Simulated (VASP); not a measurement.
Computed with r2SCAN meta-GGA, VASP's PBE PAW potentials (set 64) (plane waves; VASP).

Input for VASP

POSCAR:
```
CdS
1.0
  2.0609773195  -3.5697172612   0.0000000000
  2.0609773195   3.5697172612   0.0000000000
  0.0000000000   0.0000000000   6.6949327666
Cd S
2 2
Cartesian
  2.0609773195  -1.1899081335   3.3475004880
  2.0609773195   1.1899081335   0.0000341047
  2.0609773195  -1.1899081335   5.8714219317
  2.0609773195   1.1899081335   2.5239555484
```

INCAR:
```
SYSTEM  =  CdS
PREC  =  Accurate; ENCUT  =  400; LREAL  =  .FALSE.
LASPH  =  .TRUE.
EDIFF  =  1E-6; NELM  =  100; ALGO  =  Normal
LMAXMIX  =  4; LMIXTAU  =  .TRUE.
ISMEAR  =  0; SIGMA  =  0.05
METAGGA  =  R2SCAN
IBRION  =  2; NSW  =  60; ISIF  =  3
EDIFFG  =  -0.02
LWAVE  =  .FALSE.; LCHARG  =  .FALSE.
```

KPOINTS:
```
Automatic mesh
0
Gamma
6 6 3
0 0 0
```

POTCAR, in this order: Cd S (PBE.64 set). Program: vasp_std.

The run wrote:

OUTCAR:
```
 ion  position               nearest neighbor table
   1  0.667  0.333  0.500-   4 2.52   4 2.52   4 2.52   3 2.52
   2  0.333  0.667  0.000-   3 2.52   3 2.52   3 2.52   4 2.52
   3  0.667  0.333  0.877-   2 2.52   2 2.52   2 2.52   1 2.52
   4  0.333  0.667  0.377-   1 2.52   1 2.52   1 2.52   2 2.52
  LATTYP: Found a hexagonal cell.
 ALAT       =     4.1219544923
 C/A-ratio  =     1.6242131686
 Subroutine PRICEL returns:
 Original cell was already a primitive cell.
 Subroutine GETGRP returns: Found 12 space group operations
The static configuration has the point symmetry C_3v.
 The point group associated with its full space group is C_6v.
The dynamic configuration has the point symmetry C_3v.
 Subroutine INISYM returns: Found 12 space group operations
 Subroutine IBZKPT returns following result:
 Found     14 irreducible k-points:

 Following reciprocal coordinates:
            Coordinates               Weight
  0.000000  0.000000  0.000000      1.000000
  0.166667  0.000000  0.000000      6.000000
  0.333333  0.000000  0.000000      6.000000
  0.500000  0.000000  0.000000      3.000000
  0.166667  0.166667  0.000000      6.000000
  0.333333  0.166667  0.000000     12.000000
  0.333333  0.333333  0.000000      2.000000
  0.000000  0.000000  0.333333      2.000000
  0.166667  0.000000  0.333333     12.000000
  0.333333  0.000000  0.333333     12.000000
  0.500000  0.000000  0.333333      6.000000
  0.166667  0.166667  0.333333     12.000000
  0.333333  0.166667  0.333333     24.000000
  0.333333  0.333333  0.333333      4.000000
   k-points           NKPTS =     14   k-points in BZ     NKDIM =     14   number of bands    NBANDS=     22
   number of dos      NEDOS =    301   number of ions     NIONS =      4
   total plane-waves  NPLWV =  37632
   dimension x,y,z NGX =    28 NGY =   28 NGZ =   48
   dimension x,y,z NGXF=    56 NGYF=   56 NGZF=   96
   ions per type =               2   2
...
```

### OSZICAR
```
       N       E                     dE             d eps       ncg     rms          rms(c)
DAV:   1     0.168211081441E+03    0.16821E+03   -0.15992E+04   616   0.126E+03
DAV:   2    -0.574286325161E+02   -0.22564E+03   -0.22140E+03   682   0.335E+02
DAV:   3    -0.695748839079E+02   -0.12146E+02   -0.12104E+02   730   0.810E+01
DAV:   4    -0.696997966066E+02   -0.12491E+00   -0.12486E+00   720   0.814E+00
DAV:   5    -0.697019154596E+02   -0.21189E-02   -0.21188E-02   754   0.998E-01    0.118E+01
DAV:   6    -0.625400425921E+02    0.71619E+01   -0.73247E+00   694   0.382E+01    0.126E+01
DAV:   7    -0.601689115469E+02    0.23711E+01   -0.92648E-01   628   0.969E+00    0.898E+00
DAV:   8    -0.613252344843E+02   -0.11563E+01   -0.66371E-01   616   0.821E+00    0.116E+00
DAV:   9    -0.583788236988E+02    0.29464E+01   -0.12383E+00   658   0.774E+00    0.106E+00
DAV:  10    -0.589125689301E+02   -0.53375E+00   -0.18658E-01   640   0.314E+00    0.682E-01
DAV:  11    -0.589201651663E+02   -0.75962E-02   -0.30248E-03   760   0.375E-01    0.594E-01
DAV:  12    -0.591243133191E+02   -0.20415E+00   -0.42471E-02   676   0.126E+00    0.336E-01
DAV:  13    -0.593363738573E+02   -0.21206E+00   -0.19803E-01   646   0.312E+00    0.259E-01
DAV:  14    -0.593338432066E+02    0.25307E-02   -0.10403E-02   700   0.677E-01    0.184E-01
DAV:  15    -0.593458415364E+02   -0.11998E-01   -0.47444E-03   652   0.483E-01    0.720E-02
DAV:  16    -0.593466789210E+02   -0.83738E-03   -0.10255E-02   658   0.713E-01    0.232E-01
DAV:  17    -0.593501141011E+02   -0.34352E-02   -0.11040E-02   628   0.671E-01    0.673E-02
DAV:  18    -0.593507263132E+02   -0.61221E-03   -0.11175E-03   640   0.254E-01    0.349E-02
DAV:  19    -0.593507534466E+02   -0.27133E-04   -0.22242E-05   766   0.343E-02    0.283E-02
DAV:  20    -0.593507733045E+02   -0.19858E-04   -0.92412E-06   658   0.263E-02    0.211E-02
DAV:  21    -0.593507856214E+02   -0.12317E-04   -0.10593E-05   676   0.241E-02    0.817E-03
DAV:  22    -0.593507886775E+02   -0.30561E-05   -0.28523E-06   564   0.134E-02    0.374E-03
DAV:  23    -0.593507879071E+02    0.77043E-06   -0.89224E-07   374   0.605E-03
   1 F= -.59350788E+02 E0= -.59350788E+02  d E =-.593508E+02
       N       E                     dE             d eps       ncg     rms          rms(c)
DAV:   1    -0.599246681464E+02   -0.57388E+00   -0.13501E+01   646   0.424E+01    0.659E+00
DAV:   2    -0.594057977937E+02    0.51887E+00   -0.13316E+00   658   0.153E+01    0.232E+00
DAV:   3    -0.593734026569E+02    0.32395E-01   -0.12819E-01   652   0.374E+00    0.211E+00
DAV:   4    -0.593241204064E+02    0.49282E-01   -0.64055E-02   616   0.203E+00    0.547E-01
DAV:   5    -0.593321778158E+02   -0.80574E-02   -0.57067E-02   616   0.209E+00    0.184E-01
DAV:   6    -0.593559472062E+02   -0.23769E-01   -0.31721E-02   616   0.160E+00    0.105E-01
DAV:   7    -0.593627008304E+02   -0.67536E-02   -0.16806E-03   616   0.398E-01    0.621E-02
DAV:   8    -0.593626631962E+02    0.37634E-04   -0.93269E-05   676   0.868E-02    0.327E-02
DAV:   9    -0.593636365557E+02   -0.97336E-03   -0.63001E-04   616   0.225E-01    0.148E-02
DAV:  10    -0.593636806133E+02   -0.44058E-04   -0.42539E-05   628   0.637E-02    0.107E-02
DAV:  11    -0.593636802962E+02    0.31714E-06   -0.11992E-06   636   0.758E-03
   2 F= -.59363680E+02 E0= -.59363680E+02  d E =-.128924E-01
       N       E                     dE             d eps       ncg     rms          rms(c)
DAV:   1    -0.594314778193E+02   -0.67797E-01   -0.14797E+00   652   0.136E+01    0.198E+00
DAV:   2    -0.593706775542E+02    0.60800E-01   -0.16439E-01   652   0.539E+00    0.680E-01
DAV:   3    -0.593679886117E+02    0.26889E-02   -0.16358E-02   652   0.128E+00    0.597E-01
DAV:   4    -0.593622590972E+02    0.57295E-02   -0.63423E-03   616   0.634E-01    0.157E-01
DAV:   5    -0.593646064727E+02   -0.23474E-02   -0.62582E-03   616   0.693E-01    0.667E-02
DAV:   6    -0.593667279853E+02   -0.21215E-02   -0.31112E-03   616   0.498E-01    0.494E-02
DAV:   7    -0.593675214745E+02   -0.79349E-03   -0.16550E-04   616   0.121E-01    0.199E-02
DAV:   8    -0.593674911461E+02    0.30328E-04   -0.45352E-06   612   0.214E-02    0.130E-02
DAV:   9    -0.593676398131E+02   -0.14867E-03   -0.55430E-05   616   0.693E-02    0.329E-03
DAV:  10    -0.593676367431E+02    0.30700E-05   -0.13304E-06   530   0.116E-02    0.322E-03
DAV:  11    -0.593676360608E+02    0.68228E-06   -0.14122E-07   338   0.319E-03
   3 F= -.59367636E+02 E0= -.59367636E+02  d E =-.168482E-01
```

File OUTCAR:
```
------------------------ aborting loop because EDIFF is reached ----------------------------------------
  FORCE on cell =-STRESS in cart. coord.  units (eV):
  Direction    XX          YY          ZZ          XY          YZ          ZX
  --------------------------------------------------------------------------------------
  Total        0.0072558      0.0072558      0.0166808      0.0000000      0.0000000      0.0000000
  in kB        0.1146757      0.1146757      0.2636334      0.0000000      0.0000000      0.0000000
  external PRESSURE =       0.1643282 kB  Pullay stress =       0.0000000 kB
  volume of cell :      101.37
      direct lattice vectors                 reciprocal lattice vectors
     2.080635614 -3.603766421  0.000000000     0.240311180 -0.138743731  0.000000000
     2.080635614  3.603766421  0.000000000     0.240311180  0.138743731  0.000000000
     0.000000000  0.000000000  6.759947913     0.000000000  0.000000000  0.147930134
  FREE ENERGIE OF THE ION-ELECTRON SYSTEM (eV)
  ---------------------------------------------------
  free  energy   TOTEN  =       -59.3676360608 eV

  energy  without entropy=      -59.3676360608  energy(sigma->0) =      -59.36763606

 reached required accuracy - stopping structural energy minimisation
```
(Selected blocks of OUTCAR.)

CONTCAR:
```
CdS
   1.00000000000000
     2.0806356138486843   -3.6037664209540790    0.0000000000000000
     2.0806356138486843    3.6037664209540790    0.0000000000000000
     0.0000000000000000    0.0000000000000000    6.7599479128381583
  Cd              S
     2     2
Direct
     0.6666669999999968    0.3333330000000032    0.5000154508057824
     0.3333330000000032    0.6666669999999968    0.0000154508057823
     0.6666669999999968    0.3333330000000032    0.8769845491942130
     0.3333330000000032    0.6666669999999968    0.3769845491942130
```

File OUTCAR:
```
 val. band max:        0.8659091021   @ k =   0.0000   0.0000   0.0000

 cond. band min:       2.4966011976   @ k =   0.0000   0.0000   0.0000


 Fermi energy:         1.1164700766

 k-point     1 :       0.0000    0.0000    0.0000
  band No.  band energies     occupation
      1     -11.8786      2.00000
      2     -11.4620      2.00000
      3      -6.9993      2.00000
      4      -6.9942      2.00000
      5      -6.9942      2.00000
      6      -6.9075      2.00000
      7      -6.9075      2.00000
      8      -6.5680      2.00000
      9      -6.5680      2.00000
     10      -6.4802      2.00000
     11      -6.4802      2.00000
     12      -6.1447      2.00000
     13      -3.4466      2.00000
     14       0.1186      2.00000
     15       0.1186      2.00000
     16       0.8281      2.00000
     17       0.8659      2.00000
     18       0.8659      2.00000
     19       2.4966      0.00000
     20       4.0863      0.00000
     21       7.8519      0.00000
     22       7.8519      0.00000

 k-point     2 :       0.1667    0.0000    0.0000
  band No.  band energies     occupation
      1     -11.7871      2.00000
      2     -11.4227      2.00000
      3      -6.9684      2.00000
      4      -6.9563      2.00000
      5      -6.9164      2.00000
      6      -6.8578      2.00000
      7      -6.8533      2.00000
      8      -6.5872      2.00000
      9      -6.5659      2.00000
     10      -6.5148      2.00000
     11      -6.4723      2.00000
     12      -6.0843      2.00000
     13      -3.2591      2.00000
     14      -0.8314      2.00000
     15      -0.2790      2.00000
     16      -0.1966      2.00000
     17       0.6308      2.00000
     18       0.6794      2.00000
     19       3.5977      0.00000
     20       4.9429      0.00000
     21       7.0637      0.00000
     22       8.1573      0.00000

 k-point     3 :       0.3333    0.0000    0.0000
  band No.  band energies     occupation
      1     -11.5894      2.00000
...
```

Energy and stress use the plane-wave basis of the starting cell.

The compound is CdS in the wurtzite structure. This run relaxes it. Symmetry was kept, so distortions that lower it aren't found. The start is the result of an earlier pass.
